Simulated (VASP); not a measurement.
Consider the following.

```xyz
4
Lattice="4.6031 0.0000 0.0000 -2.3015 3.9864 0.0000 0.0000 0.0000 7.4586" Properties=species:S:1:pos:R:3 pbc="T T T"
Mg     0.0000     2.6576     7.4287
Mg     2.3015     1.3288     3.6994
Te     0.0000     2.6576     2.7896
Te     2.3015     1.3288     6.5189
```

All values below come from PBE GGA, VASP's PBE PAW potentials (set 64) (plane waves; VASP). Numerical set-up: 300 eV cut-off, 4×4×3 Γ-centred mesh, Gaussian smearing of 0.010 eV, potentials Mg Te.

Unless said otherwise, spin-orbit coupling is left out, though it shifts the bands of the heavy elements here.

Task: Give the energies of bands 3 to 11 at the high-symmetry points, in eV from the valence-band maximum.

Result: 
```json
[
 {"band": "3", "Γ": "-3.20", "M": "-3.05", "K": "-2.56", "A": "-1.98", "L": "-3.14", "H": "-2.94"},
 {"band": "4", "Γ": "-0.52", "M": "-2.60", "K": "-2.56", "A": "-1.98", "L": "-3.14", "H": "-2.94"},
 {"band": "5", "Γ": "-0.52", "M": "-1.94", "K": "-2.33", "A": "-0.30", "L": "-0.90", "H": "-1.91"},
 {"band": "6", "Γ": "-0.04", "M": "-1.24", "K": "-1.39", "A": "-0.30", "L": "-0.90", "H": "-1.91"},
 {"band": "7", "Γ": "-0.04", "M": "-0.99", "K": "-1.39", "A": "-0.30", "L": "-0.88", "H": "-0.62"},
 {"band": "8", "Γ": "0.00", "M": "-0.47", "K": "-1.36", "A": "-0.30", "L": "-0.88", "H": "-0.62"},
 {"band": "9", "Γ": "2.37", "M": "3.12", "K": "3.56", "A": "3.36", "L": "3.19", "H": "3.85"},
 {"band": "10", "Γ": "2.88", "M": "3.82", "K": "5.59", "A": "3.36", "L": "3.19", "H": "3.85"},
 {"band": "11", "Γ": "5.21", "M": "4.25", "K": "5.59", "A": "5.47", "L": "4.23", "H": "5.13"}
]
```

The gap is direct, 2.37 eV, from the valence maximum at Γ to the conduction minimum at Γ.

The structure comes from a computed database's MgTe entry; how it stands against other phases isn't given here. The cell was not relaxed at this level.
